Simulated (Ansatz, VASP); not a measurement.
# Cross-check of TlBi between VASP and Ansatz

Wanted: the spread between two codes on one cell, functional and k mesh. The cell is generated by rule, not measured, and may not be a known phase. The cell is taken from a series of runs on this material, whose earlier steps may have relaxed, scaled, displaced or heated it; both programs get it as it stands.

Program: Ansatz 0.2.0. Level of theory: plane waves, with VASP 6.6.1 beside it; relaxation of cell and atoms at PBEsol and zone-centre phonons at PBEsol. Results are calculated unless marked as measured.

The structure was built from a prototype and need not be the compound's stable phase.

**1. Starting point**

Symmetry: Fm-3m, No. 225, cubic system. The conventional cell has a = 6.306 Å, b = 6.306 Å, c = 6.306 Å, α = 90.00°, β = 90.00°, γ = 90.00°. Nearest to Tl lie 6 Bi at 3.15 Å. Nearest to Bi lie 6 Tl at 3.15 Å. Farther neighbours are not listed.

Coordinates:

```xyz
2
Lattice="0.0000 3.1530 3.1530 3.1530 0.0000 3.1530 3.1530 3.1530 0.0000" Properties=species:S:1:pos:R:3 pbc="T T T"
Tl    0.0000    0.0000    0.0000
Bi    3.1530    3.1530    3.1530
```

**2. VASP: relaxation of cell and atoms, PBEsol**

The relaxed volume is the usual yardstick between codes: in a stiff, nearly cubic crystal its relative difference is about their pressure difference at one cell divided by the bulk modulus.

Lines of VASP's logs that name or quote its potential files are left out, and so is its time.

File INCAR:

```
SYSTEM = TlBi
PREC = Accurate
ENCUT = 500
EDIFF = 1E-07
NELM = 120
ISMEAR = 1
SIGMA = 0.15
LREAL = .FALSE.
ALGO = Normal
GGA = PS
NBANDS = 20
LORBIT = 11
LWAVE = .FALSE.
LCHARG = .FALSE.
ISIF = 3
IBRION = 2
NSW = 80
EDIFFG = -0.005
LASPH = .TRUE.
GGA_COMPAT = .FALSE.
NELMIN = 4
KPAR = 2
```

File POSCAR:

```
TlBi
1.0
    0.0000000000      3.1529860000      3.1529860000
    3.1529860000      0.0000000000      3.1529860000
    3.1529860000      3.1529860000      0.0000000000
Tl Bi
1 1
Direct
    0.0000000000      0.0000000000      0.0000000000
    0.5000000000      0.5000000000      0.5000000000
```

File KPOINTS:

```
Automatic mesh
0
Gamma
12 12 12
0 0 0
```

Potentials, in the order of the species: Tl_d and Bi_d (PBE family, release 64).

The run is started by

```console
$ mpirun -np 2 vasp_std
```

Numbers of over 12 decimals in the logs are rounded to 6 here.

The log of the run:

```text
[banner, memory and clock lines left out]
running    2 mpi-ranks, on    1 nodes
 distrk:  each k-point on    1 cores,    2 groups
 distr:  one band on    1 cores,    1 groups

 POSCAR found type information on POSCAR TlBi
 POSCAR found :  2 types and       2 ions
|                                                                             |
|               ----> ADVICE to this user running VASP <----                  |
|                                                                             |
|     You enforced a specific xc type in the INCAR file but a different       |
|     [... a line on the potential file left out ...]
|     I HOPE YOU KNOW WHAT YOU ARE DOING!                                     |
|                                                                             |

 LDA part: xc-table for (Slater+PW92), standard interpolation
 POSCAR, INCAR and KPOINTS ok, starting setup
 FFT: planning ... GRIDC
 FFT: planning ... GRID_SOFT
 FFT: planning ... GRID
 WAVECAR not read
 entering main loop
       N       E                     dE             d eps       ncg     rms          rms(c)
DAV:   1     0.222237225629E+03    0.22224E+03   -0.14730E+04  2896   0.149E+03
DAV:   2     0.654505791776E+01   -0.21569E+03   -0.21034E+03  2912   0.389E+02
DAV:   3    -0.628893256747E+01   -0.12834E+02   -0.12694E+02  3416   0.100E+02
DAV:   4    -0.662814283452E+01   -0.33921E+00   -0.33892E+00  3272   0.164E+01
DAV:   5    -0.664196017621E+01   -0.13817E-01   -0.13817E-01  3740   0.329E+00    0.312E+00
DAV:   6    -0.659388329972E+01    0.48077E-01   -0.10357E-01  3204   0.298E+00    0.217E+00
DAV:   7    -0.658819732918E+01    0.56860E-02   -0.37752E-02  3320   0.186E+00    0.888E-01
DAV:   8    -0.658777701925E+01    0.42031E-03   -0.46784E-03  3084   0.539E-01    0.981E-02
DAV:   9    -0.658773893855E+01    0.38081E-04   -0.36678E-04  3532   0.168E-01    0.315E-02
DAV:  10    -0.658774311024E+01   -0.41717E-05   -0.47850E-05  3232   0.678E-02    0.827E-03
DAV:  11    -0.658774284257E+01    0.26767E-06   -0.54276E-06  3472   0.229E-02    0.928E-03
DAV:  12    -0.658774226606E+01    0.57651E-06   -0.22772E-06  3108   0.133E-02    0.132E-03
DAV:  13    -0.658774224187E+01    0.24190E-07   -0.16992E-07  2788   0.371E-03
   1 F= -.65877422E+01 E0= -.65869025E+01  d E =-.658774E+01
 curvature:   0.00 expect dE= 0.000E+00 dE for cont linesearch  0.000E+00
 trial: gam= 0.00000 g(F)=  0.442E-58 g(S)=  0.275E-03 ort = 0.000E+00 (trialstep = 0.100E+01)
 search vector abs. value=  0.275E-03
 bond charge predicted
       N       E                     dE             d eps       ncg     rms          rms(c)
DAV:   1    -0.659448095031E+01   -0.67387E-02   -0.14868E-01  3260   0.486E+00    0.441E-01
DAV:   2    -0.658875451053E+01    0.57264E-02   -0.10864E-02  3220   0.130E+00    0.163E-01
DAV:   3    -0.658783266295E+01    0.92185E-03   -0.34916E-03  3452   0.719E-01    0.913E-02
DAV:   4    -0.658784226804E+01   -0.96051E-05   -0.25855E-04  3020   0.104E-01    0.106E-02
DAV:   5    -0.658783858164E+01    0.36864E-05   -0.52982E-05  3212   0.762E-02    0.147E-02
DAV:   6    -0.658783956669E+01   -0.98505E-06   -0.49062E-06  3240   0.213E-02    0.258E-03
DAV:   7    -0.658783945697E+01    0.10972E-06   -0.44171E-07  3292   0.665E-03    0.109E-03
DAV:   8    -0.658783944579E+01    0.11177E-07   -0.73205E-08  1604   0.343E-03
   2 F= -.65878394E+01 E0= -.65870041E+01  d E =-.972039E-04
 trial-energy change:   -0.000097  1 .order   -0.000093   -0.000275    0.000088
 step:   0.7688(harm=  0.7578)  dis= 0.00000  next Energy=    -6.587850 (dE=-0.107E-03)
 bond charge predicted
       N       E                     dE             d eps       ncg     rms          rms(c)
DAV:   1    -0.658820327647E+01   -0.36382E-03   -0.79661E-03  3268   0.113E+00    0.102E-01
DAV:   2    -0.658790041001E+01    0.30287E-03   -0.57688E-04  3220   0.300E-01    0.379E-02
DAV:   3    -0.658785033758E+01    0.50072E-04   -0.18767E-04  3452   0.167E-01    0.214E-02
DAV:   4    -0.658784842342E+01    0.19142E-05   -0.13677E-05  3020   0.239E-02    0.244E-03
DAV:   5    -0.658784827697E+01    0.14645E-06   -0.29499E-06  3236   0.182E-02    0.329E-03
DAV:   6    -0.658784803394E+01    0.24303E-06   -0.27029E-07  2772   0.516E-03    0.589E-04
DAV:   7    -0.658784804366E+01   -0.97216E-08   -0.20565E-08  1532   0.158E-03
   3 F= -.65878480E+01 E0= -.65870116E+01  d E =-.105802E-03
 curvature:  -0.38 expect dE=-0.716E-07 dE for cont linesearch -0.716E-07
 trial: gam=-0.02557 g(F)=  0.238E-58 g(S)=  0.189E-06 ort = 0.721E-05 (trialstep = 0.954E+00)
 search vector abs. value=  0.231E-09
 reached required accuracy - stopping structural energy minimisation
```

Parts of OUTCAR (step 2):

```text
ion  position               nearest neighbor table
   1  0.000  0.000  0.000-   2 3.15   2 3.15   2 3.15   2 3.15   2 3.15   2 3.15
   2  0.500  0.500  0.500-   1 3.15   1 3.15   1 3.15   1 3.15   1 3.15   1 3.15

  LATTYP: Found a face centered cubic cell.
 ALAT       =     6.3059720000

 Subroutine GETGRP returns: Found 48 space group operations
 (whereof 48 operations were pure point group operations)

The static configuration has the point symmetry O_h .

 Found     72 irreducible k-points:

   k-points           NKPTS =     72   k-points in BZ     NKDIM =     72   number of bands    NBANDS=     20

   dimension x,y,z NGX =    36 NGY =   36 NGZ =   36
   dimension x,y,z NGXF=    72 NGYF=   72 NGZF=   72

   ENCUT  =  500.0 eV  36.75 Ry    6.06 a.u.   8.13  8.13  8.13*2*pi/ulx,y,z

   NELECT =      28.0000    total number of electrons

 k-points in reciprocal lattice and weights: Automatic mesh
   0.00000000  0.00000000  0.00000000       0.001
   0.08333333  0.00000000  0.00000000       0.005
   0.16666667  0.00000000  0.00000000       0.005
   0.25000000  0.00000000  0.00000000       0.005
   0.33333333  0.00000000  0.00000000       0.005
   0.41666667  0.00000000  0.00000000       0.005
   0.50000000  0.00000000  0.00000000       0.002
   0.08333333  0.08333333  0.00000000       0.003
   0.16666667  0.08333333  0.00000000       0.014
[...]
-0.33333333  0.50000000  0.16666667       0.007
  -0.25000000  0.50000000  0.25000000       0.003

 average (electrostatic) potential at core
       1 -82.9643       2-104.1651

 E-fermi :   6.3533

 k-point     1 :       0.0000    0.0000    0.0000
  band No.  band energies     occupation
    ...
     11      -4.9912      2.00000
     12       3.1214      2.00000
     13       6.3227      1.33773
     14       6.3227      1.33773
     15       6.3227      1.33773
     16      12.0748      0.00000
     17      12.0748      0.00000
     18      12.0748      0.00000
     19      13.1366      0.00000
     20      13.1794      0.00000

 k-point     2 :       0.0833    0.0000    0.0000
  band No.  band energies     occupation
    ...
     10      -4.9886      2.00000
     11      -4.9886      2.00000
     12       2.7470      2.00000
     13       6.3506      1.03138
     14       6.3506      1.03138
     15       6.5877     -0.04964
     16      11.5304      0.00000
     17      11.7619      0.00000
     18      11.7619      0.00000
     19      12.5350      0.00000
    ...

 k-point     3 :       0.1667    0.0000    0.0000
  band No.  band energies     occupation
    ...
      8      -5.0417      2.00000
      9      -4.9942      2.00000
     10      -4.9804      2.00000
     11      -4.9804      2.00000
     12       1.9115      2.00000
     13       6.4347      0.21491
     14       6.4347      0.21491
     15       7.0808     -0.00000
     16      10.6158      0.00000
     17      11.0815      0.00000
    ...

  Total       -0.0016177     -0.0016177     -0.0016177     -0.0000000     -0.0000000      0.0000000
  in kB       -0.0414853     -0.0414853     -0.0414853     -0.0000000     -0.0000000      0.0000000
  external PRESSURE =      -0.0414853 kB  Pullay stress =       0.0000000 kB

  energy-cutoff  :      500.00
  volume of cell :       62.48
      direct lattice vectors                 reciprocal lattice vectors
     0.000000000  3.149383362  3.149383362    -0.158761238  0.158761238  0.158761238
     3.149383362  0.000000000  3.149383362     0.158761238 -0.158761238  0.158761238
     3.149383362  3.149383362 -0.000000000     0.158761238  0.158761238 -0.158761238

 POSITION                                       TOTAL-FORCE (eV/Angst)
 -----------------------------------------------------------------------------------
      0.00000      0.00000      0.00000         0.000000     -0.000000     -0.000000
      3.14938      3.14938      3.14938        -0.000000      0.000000      0.000000
 -----------------------------------------------------------------------------------
    total drift:                                0.000000      0.000000      0.000000

  FREE ENERGIE OF THE ION-ELECTRON SYSTEM (eV)
  ---------------------------------------------------
  free  energy   TOTEN  =        -6.5878480437 eV

  energy  without entropy=       -6.5853387479  energy(sigma->0) =       -6.58701161

 reached required accuracy - stopping structural energy minimisation

 total charge
# of ion       s       p       d       tot
------------------------------------------
    1        1.099   0.503   9.638  11.241
    2        1.517   1.358   9.911  12.786
--------------------------------------------------
tot          2.616   1.861  19.549  24.027

[... 3 further parts left out ...]
```

The run keeps the 48 symmetry operations of its start, so it cannot find a distortion of lower symmetry.

**3. Ansatz: relaxation of cell and atoms, PBEsol**

Ansatz runs on norm-conserving files, of PseudoDojo where its log says so.

The same cell, functional, mesh and smearing now go to Ansatz, which takes its cutoff from its data sets.

File input.yaml:

```yaml
crystal:
  lattice:
    - [0.0, 3.1529859707, 3.1529859707]
    - [3.1529859707, 0.0, 3.1529859707]
    - [3.1529859707, 3.1529859707, 0.0]
  atoms:
    - { symbol: Tl, position: [0.0, 0.0, 0.0] }
    - { symbol: Bi, position: [0.5, 0.5, 0.5] }
kpoints:
  mp_grid: { grid: [12, 12, 12] }
hamiltonian:
  xc: pbesol
  pseudopotentials: { kind: nc }
scf:
  occupations: { method: methfessel_paxton, width: 0.15 }
output:
  forces: true
  stress: true
  eigenvalues: true
relax:
  adjacent_minimum: "off"
  f_tol: 0.001
  max_steps: 60
  cell: { stress_tol: 0.01 }
```

The run is started by

```console
$ ansatz run input.yaml --threads 4 --pin off --max-ram 7168MiB --backend cpu --events-out ev --progress --plain --runs-dir out
```

The log of the run:

```text
Engine: ansatz 0.2.0, aarch64-unknown-linux-gnu
Pseudopotentials: kind: nc
Pseudopotential: Tl, nc, valence charge 13, recommended cutoff 843.552974 eV (normal), Tl.nc.azcp (PseudoDojo's, or run here from an input of PseudoDojo's: the run reads no file of this project's for it)
Pseudopotential: Bi, nc, valence charge 15, recommended cutoff 897.975746 eV (normal), Bi.nc.azcp (PseudoDojo's, or run here from an input of PseudoDojo's: the run reads no file of this project's for it)
Functional definition: PBEsol
  exchange = pbesol_x
  correlation = pbesol_c
Crystal: 2 atoms, lattice volume = 62.690 Å³
Basis set: ecut = 897.975746 eV, 3839 PW (Γ), exchange–correlation on 90×90×90 points (8 copies of the dense FFT grid, shifted against one another)
Bands: 18, of which v1, the nominal top of the filled ones, is band 14 counted from 1 (13 counted from 0)
Symmetry: 48 space group operations
Space group: Fm-3m (ITA 225), of the structure as read, at distance tolerance 4.0e-5 Å
k-points: 72 of 1728
Non-local potential: Tl, projectors of the file, l = 0: 2, l = 1: 2, l = 2: 2
Non-local potential: Bi, projectors of the file, l = 0: 2, l = 1: 2, l = 2: 2, l = 3: 2
Initial density: superposition of atomic densities (chi_scale 0.1, normalization cell, long waves kept (reshape's long-wave potential 0.00 eV rms))
Initial wavefunctions: pseudopotential atomic-orbital guess
Functional: x = pbesol(κ = 0.804, μ = 0.123457), c = pbesol(β = 0.046)
SCF iter   1: F=—  HF=-3873.895621 eV  |F-HF|=—  |Δ(HF+E_count)|=         —  Δρ=1.79e-2  dr2=3.88e-1  ethr=3.10e-3  ⟨swp⟩=5.4  Hψ=6095  notcnv=0
preconditioner: auto → Kerker (q_TF=auto, 2.385 Å⁻¹)  [metal: Δε(μ)=0.043 eV  Ē_g=17.179 eV  σ=0.150 eV  W_gap=0.24  n_scr=14 (ndim 8)  ℏωp=24.8 eV  f_vac=0.000  D(μ)=2.14/eV (n_scr^D=14)]
SCF iter   2: F=—  HF=-3873.799143 eV  |F-HF|=—  |Δ(HF+E_count)|=   9.65e-2  S|Δr|=    0.00e0  Δρ=1.06e-2  dr2=1.42e-1  ethr=1.39e-3  ⟨swp⟩=1.1  Hψ=1883  notcnv=0
SCF iter   3: F=—  HF=-3873.749662 eV  |F-HF|=—  |Δ(HF+E_count)|=   4.95e-2  S|Δr|=    0.00e0  Δρ=2.15e-3  dr2=1.23e-3  ethr=5.07e-4  ⟨swp⟩=2.0  Hψ=2584  notcnv=0
SCF iter   4: F=—  HF=-3873.749499 eV  |F-HF|=—  |Δ(HF+E_count)|=   1.62e-4  S|Δr|=    0.00e0  Δρ=1.06e-3  dr2=3.56e-4  ethr=4.41e-6  ⟨swp⟩=2.2  Hψ=2316  notcnv=0
SCF iter   5: F=—  HF=-3873.749342 eV  |F-HF|=—  |Δ(HF+E_count)|=   1.57e-4  S|Δr|=    0.00e0  Δρ=2.43e-4  dr2=1.76e-5  ethr=1.27e-6  ⟨swp⟩=2.0  Hψ=2198  notcnv=0
SCF iter   6: F=—  HF=-3873.749427 eV  |F-HF|=—  |Δ(HF+E_count)|=   8.47e-5  S|Δr|=    0.00e0  Δρ=3.46e-5  dr2=7.25e-7  ethr=6.29e-8  ⟨swp⟩=2.1  Hψ=2154  notcnv=0  defer=1
SCF iter   7: F=-3873.749427 eV  HF=-3873.749427 eV  |F-HF|=2.92e-8  |Δ(HF+E_count)|=   4.57e-8  S|Δr|=    0.00e0  Δρ=8.17e-6  dr2=5.60e-8  ethr=3.57e-10  ⟨swp⟩=8.3  Hψ=7336  notcnv=0
SCF 1 converged in 7 iterations: F = -3873.749427 eV  dr2 = 5.60e-8
relax step   1: F+E_penalty+E_count = -3873.74942667 eV  Δ(F+E_penalty+E_count) = +0.000e0 eV  max|allowed force component| = 1.608e-28 eV/Å  Δτ_max = 0.0000 Å  P = -0.113 GPa  Ω = 62.690 Å³  (7 SCF iters, dr2 threshold 1.00e-7 eV, accepted)
[...]
relax step   2: F+E_penalty+E_count = -3873.74950818 eV  Δ(F+E_penalty+E_count) = -8.151e-5 eV  max|allowed force component| = 5.082e-29 eV/Å  Δτ_max = 0.0000 Å  P = +0.037 GPa  Ω = 62.484 Å³  energy of the carried Pulay correction = +3.294e-5 eV  (4 SCF iters, dr2 threshold 3.17e-8 eV, accepted)
[...]
relax step   3: F+E_penalty+E_count = -3873.74950588 eV  Δ(F+E_penalty+E_count) = +2.299e-6 eV  max|allowed force component| = 6.771e-29 eV/Å  Δτ_max = 0.0000 Å  P = -0.000 GPa  Ω = 62.535 Å³  energy of the carried Pulay correction = +2.477e-5 eV  (3 SCF iters, dr2 threshold 3.46e-9 eV, accepted)
[...]
relax step   4: F+E_penalty+E_count = -3873.74948157 eV  Δ(F+E_penalty+E_count) = +2.431e-5 eV  max|allowed force component| = 7.645e-29 eV/Å  Δτ_max = 0.0000 Å  P = -0.001 GPa  Ω = 62.535 Å³  stress off target by 1.28e-3 GPa  SCF on the basis re-selected at this cell (its energy is not comparable with the rows above)  (6 SCF iters)
basis re-selected at this cell: Δ(F+E_penalty+E_count) = +2.431e-5 eV, ΔP = -0.001 GPa vs the last step (what re-selecting the basis moved, of the pressure what is left beyond the Pulay correction that the steps carried, after the strain that the cell walked since its last selection, with what the two solves' SCF thresholds leave and, on support functions, any second-order correction that the steps lacked; it is no m [...]
SCF converged after 6 iterations
Stability not checked: this state was not tested for a lower state beside it, because cold or Methfessel-Paxton smearing, or corrected tetrahedra, fill the levels in a way that the test cannot read (fill_not_monotonic; see scf.lower_state_search)
Free energy (F): -3873.749482 eV
Harris-Foulkes:  -3873.749482 eV  (|F-HF|=4.55e-13)
Internal energy: -3873.746966 eV  (E = F + TS)
E sigma→0 (E₀):  -3873.748853 eV
Entropy (-TS):   -0.002515 eV (-1.258 meV/atom)
Fermi energy:    10.267395 eV
--- Per-component energies (eV) ---
  E_band       = -93.124045
  E_kinetic    = 1915.295339
  E_local      = -2199.121234  (includes V_loc(G=0)·N_el)
  E_nonlocal   = -702.155961
  E_hartree    = 757.254160
  E_xc         = -1095.191393
  E_vxc        = -621.650512  (∫ρ·V_xc dr)
  E_ewald      = -2549.827877
  E_smearing   = -0.002515  (= −TS)
  E_closure    = 0.000000  (closes the sum)
  Σ components = -3873.749482   (vs F -3873.749482, Δ=0.00e0)
--- Forces (eV/Å), atoms counted from 1 ---
  atom   1  Tl    -0.00000000     0.00000000    -0.00000000
  atom   2  Bi     0.00000000    -0.00000000     0.00000000
  max |Σ_I F_I| component: 1.50e-28 eV/Å
--- Stress (GPa, compression-positive) ---
       -0.001277       0.000000       0.000000
        0.000000      -0.001277       0.000000
        0.000000       0.000000      -0.001277
  P = ⅓ Tr σ = -0.0013 GPa (-0.013 kbar)
--- Band table (eV; the first three rows and the last of 72) ---
  k-point 0: bands = [... 10 lower, -1.1036, 7.0225, 10.2442, 10.2442, 10.2442, 15.9915, 15.9915, 15.9915]
  k-point 1: bands = [... 10 lower, -1.1011, 6.6514, 10.2713, 10.2713, 10.5050, 15.4474, 15.6773, 15.6773]
  k-point 2: bands = [... 10 lower, -1.0930, 5.8207, 10.3536, 10.3536, 10.9917, 14.5328, 14.9954, 14.9954]
  k-point 71: bands = [... 10 lower, 0.6329, 4.1678, 6.9304, 6.9304, 11.9023, 13.3061, 16.7068, 16.7068]
--- Relaxed structure (3 steps of the walk, 3 accepted, 1 SCFs on fresh bases) ---
  F+E_penalty+E_count = -3873.74948157 eV   max|allowed force component| = 7.645e-29 eV/Å   (the final SCF, on the basis selected at the relaxed cell)
  cell:  # Å, volume = 62.5350 Å³
    - [0, 3.150391, 3.150391]
    - [3.150391, 0, 3.150391]
    - [3.150391, 3.150391, 0]
  atoms:
    - { symbol: Tl, position: [0, 0, 0] }
    - { symbol: Bi, position: [0.5, 0.5, 0.5] }
```

**4. Side by side**

Known differences besides the potentials themselves: the cutoff is 897.976 eV in Ansatz and 500 eV in VASP; Ansatz adds a Pulay correction to the stress that steers its cell, VASP none. Total energies have different zeros and are not compared.

The two programs side by side:

| quantity | Ansatz | VASP | difference |
| --- | --- | --- | --- |
| volume (Å³) | 62.54 | 62.48 | +0.10 % |
| edge a after relaxation, in the typed setting (Å) | 4.455 | 4.454 | +0.03 % |

[end of part 1 of 2]

[Lines on the potential files, build, host, timing and source positions are cut from VASP's logs without a mark.]

[Logs are printed without paths, hosts, clocks, repeated set-up lines and the standing remarks that a program may print on its own settings, such as how far it seeks lower states.]

[Hosts, paths, dates, database ids (printed as entryN), source tags and the programs' standing remarks are cut or masked in the printed files.]
